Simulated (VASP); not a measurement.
OSZICAR of a VASP run on Zr (space group P6_3/mmc):

OSZICAR:
```
       N       E                     dE             d eps       ncg     rms          rms(c)
DAV:   1     0.144235384209E+03    0.14424E+03   -0.10622E+04  4928   0.101E+03
DAV:   2    -0.634629635482E+01   -0.15058E+03   -0.14923E+03  5976   0.325E+02
DAV:   3    -0.174894500374E+02   -0.11143E+02   -0.11075E+02  9168   0.596E+01
DAV:   4    -0.176214271234E+02   -0.13198E+00   -0.13194E+00  5296   0.758E+00
DAV:   5    -0.176238379620E+02   -0.24108E-02   -0.24108E-02  7008   0.744E-01    0.158E+01
DAV:   6    -0.170802098192E+02    0.54363E+00   -0.83012E-01  4992   0.814E+00    0.652E+00
DAV:   7    -0.169655466997E+02    0.11466E+00   -0.56006E-01  6544   0.585E+00    0.106E+00
DAV:   8    -0.169690751998E+02   -0.35285E-02   -0.37362E-02  7192   0.160E+00    0.223E-01
DAV:   9    -0.169689837834E+02    0.91416E-04   -0.82828E-04  5592   0.255E-01    0.452E-02
DAV:  10    -0.169688971979E+02    0.86585E-04   -0.25686E-05  7016   0.354E-02    0.147E-02
DAV:  11    -0.169688767342E+02    0.20464E-04   -0.49824E-06  4880   0.215E-02    0.611E-03
DAV:  12    -0.169688785400E+02   -0.18058E-05   -0.39043E-07  3536   0.582E-03    0.193E-03
DAV:  13    -0.169688782701E+02    0.26987E-06   -0.77380E-08  3080   0.208E-03
   1 F= -.16968878E+02 E0= -.16960921E+02  d E =-.159145E-01
```

**Question.** Which electronic solver shows in the log?

**Answer.** It is blocked Davidson (ALGO = Normal, or the opening steps of other solvers). The INCAR had ALGO = Normal.

**Question.** Can the final energy be trusted as converged?

**Answer.** Self-consistency was reached. It stopped with EDIFF = 1E-6, NELM = 100 (PBE GGA, plane waves, VASP's PBE PAW potentials (set 64)).

The structure comes from a computed database's Zr entry; how it stands against other phases isn't given here. The cell was not relaxed at this level.
